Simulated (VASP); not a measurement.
Consider the following.

```
CELL_PARAMETERS angstrom
      8.75833     0.00000     0.00000
      0.00000     8.75833     0.00000
      0.00000     0.00000     8.75833
ATOMIC_POSITIONS crystal
  Si 0.50000 0.00000 0.00000
  Si 0.75000 0.25000 0.00000
  Si 0.75000 0.00000 0.25000
  Si 0.00000 0.00000 0.00000
  Si 0.25000 0.25000 0.00000
  Si 0.50000 0.50000 0.00000
  Si 0.75000 0.75000 0.00000
  Si 0.25000 0.00000 0.25000
  Si 0.49721 0.24506 0.25490
  Si 0.74875 0.49861 0.25174
  Si 0.50000 0.00000 0.50000
  Si 0.75309 0.24784 0.50548
  Si 0.75000 0.00000 0.75000
  Si 0.00000 0.50000 0.00000
  Si 0.25000 0.75000 0.00000
  Si 0.00000 0.25000 0.25000
  Si 0.24644 0.50257 0.25135
  Si 0.50097 0.75119 0.24779
  Si 0.00000 0.00000 0.50000
  Si 0.25455 0.24908 0.50060
  Si 0.74475 0.74807 0.49925
  Si 0.25000 0.00000 0.75000
  Si 0.50211 0.24519 0.75007
  Si 0.74645 0.50413 0.74946
  Si 0.00000 0.75000 0.25000
  Si 0.00000 0.50000 0.50000
  Si 0.25211 0.75456 0.49802
  Si 0.00000 0.25000 0.75000
  Si 0.25515 0.49642 0.75523
  Si 0.50409 0.74889 0.75497
  Si 0.00000 0.75000 0.75000
  C  0.62500 0.12500 0.12500
  C  0.87500 0.37500 0.12500
  C  0.87500 0.12500 0.37500
  C  0.12500 0.12500 0.12500
  C  0.37500 0.37500 0.12500
  C  0.62500 0.62500 0.12500
  C  0.87500 0.87500 0.12500
  C  0.37500 0.12500 0.37500
  C  0.62553 0.38036 0.37956
  C  0.87500 0.62500 0.37500
  C  0.62500 0.12500 0.62500
  C  0.87500 0.37500 0.62500
  C  0.87500 0.12500 0.87500
  C  0.12500 0.62500 0.12500
  C  0.37500 0.87500 0.12500
  C  0.12500 0.37500 0.37500
  C  0.37621 0.62719 0.37546
  C  0.62500 0.87500 0.37500
  C  0.12500 0.12500 0.62500
  C  0.37639 0.38037 0.62690
  C  0.62227 0.62030 0.62699
  C  0.87500 0.87500 0.62500
  C  0.37500 0.12500 0.87500
  C  0.62500 0.37500 0.87500
  C  0.87500 0.62500 0.87500
  C  0.12500 0.87500 0.37500
  C  0.12500 0.62500 0.62500
  C  0.37500 0.87500 0.62500
  C  0.12500 0.37500 0.87500
  C  0.37500 0.62500 0.87500
  C  0.62500 0.87500 0.87500
  C  0.12500 0.87500 0.87500
  Ga 0.49939 0.49684 0.50442
```
Cell charge -1.

Level of theory: PBE GGA, VASP's PBE PAW potentials (set 64) (plane waves; VASP). Numerical set-up: PREC = Normal, LREAL = Auto, ISYM = 0, NELECT = 256.0, EDIFF = 1E-5, 400 eV cut-off, 1×1×1 Γ-centred mesh, Gaussian smearing of 0.050 eV, potentials Si C Ga.

The cell is charged, with a uniform compensating background. The supercell is sampled at Γ alone, which is coarse: total energies, pressure and levels can be off, energies of defects by several tenths of an eV.

Question: The ions are relaxed. Give the cell that the relaxation ends in.

Answer: 
```
CELL_PARAMETERS angstrom
      8.75833     0.00000     0.00000
      0.00000     8.75833     0.00000
      0.00000     0.00000     8.75833
ATOMIC_POSITIONS crystal
  Si 0.50013 0.00010 0.00051
  Si 0.75008 0.24988 0.00028
  Si 0.75001 0.99992 0.25044
  Si 0.00009 0.99999 0.00025
  Si 0.25031 0.25008 0.00088
  Si 0.50017 0.49974 0.00076
  Si 0.75016 0.74987 0.00072
  Si 0.25010 0.00027 0.25048
  Si 0.50209 0.24935 0.25029
  Si 0.75061 0.49776 0.25013
  Si 0.50026 0.99984 0.50044
  Si 0.75090 0.24941 0.49863
  Si 0.75022 0.99993 0.75028
  Si 0.99992 0.49998 0.00045
  Si 0.24984 0.75004 0.00015
  Si 0.00043 0.25014 0.25050
  Si 0.24939 0.50217 0.24983
  Si 0.49806 0.75061 0.24945
  Si 0.99999 0.99991 0.50025
  Si 0.24936 0.24925 0.50261
  Si 0.75032 0.75034 0.50237
  Si 0.25014 0.99979 0.75033
  Si 0.49819 0.24904 0.75115
  Si 0.75057 0.50194 0.75112
  Si 0.99963 0.75001 0.25058
  Si 0.00030 0.50007 0.50055
  Si 0.24972 0.75078 0.49834
  Si 0.99997 0.25009 0.75048
  Si 0.24964 0.49789 0.75134
  Si 0.50203 0.75059 0.75147
  Si 0.00040 0.74979 0.75001
  C  0.62517 0.12382 0.12437
  C  0.87630 0.37477 0.12426
  C  0.87643 0.12386 0.37524
  C  0.12518 0.12509 0.12551
  C  0.37502 0.37483 0.12612
  C  0.62540 0.62488 0.12575
  C  0.87500 0.87502 0.12551
  C  0.37493 0.12513 0.37563
  C  0.63361 0.36636 0.36734
  C  0.87472 0.62494 0.37550
  C  0.62548 0.12502 0.62561
  C  0.87502 0.37504 0.62574
  C  0.87505 0.12499 0.87524
  C  0.12347 0.62524 0.12420
  C  0.37475 0.87636 0.12398
  C  0.12548 0.37500 0.37543
  C  0.36648 0.63373 0.36662
  C  0.62515 0.87457 0.37507
  C  0.12361 0.12357 0.62562
  C  0.36630 0.36600 0.63443
  C  0.63338 0.63353 0.63428
  C  0.87632 0.87593 0.62527
  C  0.37491 0.12368 0.87682
  C  0.62521 0.37467 0.87530
  C  0.87642 0.62515 0.87651
  C  0.12382 0.87624 0.37523
  C  0.12579 0.62506 0.62551
  C  0.37514 0.87472 0.62571
  C  0.12392 0.37489 0.87701
  C  0.37497 0.62497 0.87564
  C  0.62542 0.87625 0.87694
  C  0.12501 0.87485 0.87505
  Ga 0.49955 0.49995 0.50068
```
Cell charge -1.

Question: How much energy does the relaxation gain?

Answer: The energy (σ→0) changes by -28.3 meV/atom, in 10 ionic steps.

The cell is a supercell with a defect, built from SiC (zinc blende): Ga_Si, charge -1. The run is not spin-polarised, so no state with unpaired spins was tried.
